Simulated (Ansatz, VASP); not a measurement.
**One calculation of SrMg, two programs**

The input INCAR:

```
ALGO     = Fast           # electronic algorithm
EDIFF    = 1E-6           # SCF threshold, eV
EDIFFG   = -0.005         # ionic threshold
ENCUT    = 600            # plane-wave cutoff, eV
GGA      = CA             # functional
IBRION   = 2              # ionic algorithm
ISIF     = 3              # what is computed and relaxed
ISMEAR   = 0              # smearing method
LASPH    = T              # aspherical terms in the spheres
LCHARG   = F              # write CHGCAR
LREAL    = F              # projectors in reciprocal space
LWAVE    = F              # write WAVECAR
NELM     = 60             # most SCF steps
NSW      = 70             # ionic steps
PREC     = Accurate       # precision mode
SIGMA    = 0.1            # smearing width, eV
```

The input KPOINTS:

```
k-points
0
Gamma
  10 10 10
```

Contents of POSCAR:

```
SrMg
1.0
    4.1855204642      0.0000000000      0.0000000000
    0.0000000000      4.1855204642      0.0000000000
    0.0000000000      0.0000000000      4.1855204642
Sr Mg
1 1
Direct
    0.5000000000      0.5000000000      0.5000000000
    0.0000000000      0.0000000000      0.0000000000
```

Input for Ansatz:

```yaml
crystal:
  lattice:
    - [4.1855204642, 0.0, 0.0]
    - [0.0, 4.1855204642, 0.0]
    - [0.0, 0.0, 4.1855204642]
  atoms:
    - { symbol: Sr, position: [0.5, 0.5, 0.5] }
    - { symbol: Mg, position: [0.0, 0.0, 0.0] }
basis:
  ecutwfc: 420
kpoints:
  mp_grid: { grid: [10, 10, 10] }
hamiltonian:
  xc: lda
scf:
  occupations: { method: gaussian, width: 0.1 }
output:
  forces: true
  stress: true
  eigenvalues: true
relax:
  adjacent_minimum: "off"
  f_tol: 0.005
  max_steps: 50
  cell: { stress_tol: 0.05 }
```

Alike in both runs: task relaxation of cell and atoms; functional LDA; k mesh 10 × 10 × 10; occupations gaussian, width 0.1 eV; no spin polarisation.

|  | VASP | Ansatz |
| --- | --- | --- |
| version | VASP 6.6.1 | Ansatz 0.2.0 |
| potentials or method | VASP PAW LDA potentials, release 64 (Sr_sv, Mg) | scalar-relativistic, plane waves, PAW |
| plane-wave cutoff (eV) | 600 | 420 |
| valence electrons in the cell | 12 | 20 |

```csv
,VASP,Ansatz,Ansatz less VASP
"gap on the k mesh at the Fermi level, each at its own relaxed structure (eV)",none,none,-
relaxed volume (Å³/atom),33.19,33.47,+0.281
relaxed cell length with the largest relative difference (Å),4.049,4.060,+0.0114
energy change over the relaxation (meV/atom),-22,-19,+3.8
```

A gap of «none» marks a metal or a gap that the smearing closes. The two sets of potentials don't hold the same shells in valence.

LDA usually gives volumes a few per cent too small. Zero-point motion and thermal expansion aren't in these numbers.
